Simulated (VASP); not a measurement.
A convergence study with VASP on Sc (hcp): one setting is varied, all else stays as given below, so the limit is that of these other settings.

```
CELL_PARAMETERS angstrom
      1.65500    -2.86654     0.00000
      1.65500     2.86654     0.00000
      0.00000     0.00000     5.27000
ATOMIC_POSITIONS crystal
  Sc 0.33333 0.66667 0.25000
  Sc 0.66667 0.33333 0.75000
```

These are PBE GGA, VASP's PBE PAW potentials (set 64) (plane waves; VASP) values and carry that method's errors. The tightest run used: 550 eV cut-off, 22×22×13 Γ-centred mesh, tetrahedra with Blöchl corrections, potentials Sc_sv.

### Question
The settings run are 3×3×2 mesh; 4×4×2 mesh; 5×5×3 mesh; 6×6×3 mesh; 7×7×4 mesh; 8×8×5 mesh; 9×9×5 mesh; 10×10×6 mesh; 11×11×6 mesh; 12×12×7 mesh; 13×13×7 mesh; 14×14×8 mesh; 15×15×9 mesh; 16×16×9 mesh; 17×17×10 mesh; 18×18×10 mesh; 19×19×11 mesh; 20×20×11 mesh; 21×21×12 mesh; 22×22×13 mesh. From which on does the energy per atom stay within 0.001 eV/atom of the tightest run?

### Answer
From 9×9×5 mesh on: it is off by 0.0003 there and by no more than 0.001 in any finer run, while 8×8×5 mesh is off by 0.0032.
```csv
setting,E (eV/atom),pressure (GPa),irreducible k-points,difference judged (eV/atom)
3×3×2 mesh,-6.1859,-1.67,6,0.0601
4×4×2 mesh,-6.2688,-0.50,8,0.0228
5×5×3 mesh,-6.2299,-0.36,10,0.0162
6×6×3 mesh,-6.2418,-0.83,14,0.0042
7×7×4 mesh,-6.2503,-0.72,24,0.0042
8×8×5 mesh,-6.2429,-0.65,30,0.0032
9×9×5 mesh,-6.2457,-0.70,36,0.0003
10×10×6 mesh,-6.2457,-0.69,56,0.0003
11×11×6 mesh,-6.2458,-0.70,64,0.0003
12×12×7 mesh,-6.2464,-0.71,76,0.0003
13×13×7 mesh,-6.2460,-0.70,84,0.0001
14×14×8 mesh,-6.2460,-0.72,120,0.0001
15×15×9 mesh,-6.2462,-0.71,135,0.0001
16×16×9 mesh,-6.2461,-0.71,150,0.0000
17×17×10 mesh,-6.2460,-0.73,198,0.0001
18×18×10 mesh,-6.2459,-0.72,222,0.0001
19×19×11 mesh,-6.2461,-0.72,240,0.0000
20×20×11 mesh,-6.2461,-0.72,264,0.0000
21×21×12 mesh,-6.2460,-0.72,336,0.0001
22×22×13 mesh,-6.2461,-0.72,364,0.0000
```

Left out are rungs that failed or repeat a setting and relaxations that didn't move; long series are thinned to 24 rows.

The compound is Sc in the hcp structure. The cell was not relaxed at this level.
